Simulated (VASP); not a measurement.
A convergence study with VASP on MnF$_{2}$ (rutile): one setting is varied, all else stays as given below, so the limit is that of these other settings.

```
CELL_PARAMETERS angstrom
      4.87000     0.00000     0.00000
      0.00000     4.87000     0.00000
      0.00000     0.00000     3.31000
ATOMIC_POSITIONS crystal
  Mn 0.00000 0.00000 0.00000
  Mn 0.50000 0.50000 0.50000
  F  0.30500 0.30500 0.00000
  F  0.80500 0.19500 0.50000
  F  0.19500 0.80500 0.50000
  F  0.69500 0.69500 0.00000
```
Starting moments (μB, in the order of the record's atoms Mn Mn F F F F): 5.0 -5.0 0.0 0.0 0.0 0.0.

Level of theory: PBE GGA, VASP's PBE PAW potentials (set 64) (plane waves; VASP 6.6.1). The tightest run used: 700 eV cut-off, 8×8×12 Monkhorst-Pack mesh, Gaussian smearing of 0.050 eV, potentials Mn_pv F.

Problem. The settings run are 1×1×1 mesh; 1×1×2 mesh; 2×2×3 mesh; 2×2×4 mesh; 3×3×5 mesh; 4×4×6 mesh; 4×4×7 mesh; 5×5×8 mesh; 6×6×9 mesh; 6×6×10 mesh; 7×7×11 mesh; 8×8×12 mesh. From which on does the stress (every component) stay within 0.2 GPa of the tightest run?

Solution. From 2×2×3 mesh on: it is off by 0.10 there and by no more than 0.2 in any finer run, while 1×1×2 mesh is off by 3.81.
```
setting      E (eV/atom)  pressure (GPa)  largest force (eV/Å)  irreducible k-points  difference judged (GPa)
-----------  -----------  --------------  --------------------  --------------------  -----------------------
1×1×1 mesh       -6.2226            4.38                 0.104                     1                     6.37
1×1×2 mesh       -6.5799            1.50                 0.020                     1                     3.81
2×2×3 mesh       -6.5724            2.66                 0.101                     2                     0.10
2×2×4 mesh       -6.5731            2.62                 0.096                     2                     0.02
3×3×5 mesh       -6.5722            2.63                 0.093                     9                     0.00
4×4×6 mesh       -6.5722            2.63                 0.093                     9                     0.00
4×4×7 mesh       -6.5722            2.63                 0.093                    12                     0.00
5×5×8 mesh       -6.5722            2.63                 0.093                    24                     0.00
6×6×9 mesh       -6.5722            2.63                 0.093                    30                     0.00
6×6×10 mesh      -6.5722            2.63                 0.093                    30                     0.00
7×7×11 mesh      -6.5722            2.63                 0.093                    60                     0.00
8×8×12 mesh      -6.5722            2.63                 0.093                    60                     0.00
```

Left out are rungs that failed or repeat a setting and relaxations that didn't move; long series are thinned to 24 rows.

The compound is MnF2 in the rutile structure. The cell was not relaxed at this level, forces remain on its atoms. The spin order is the one that the start imposed; others were not tried in this run.
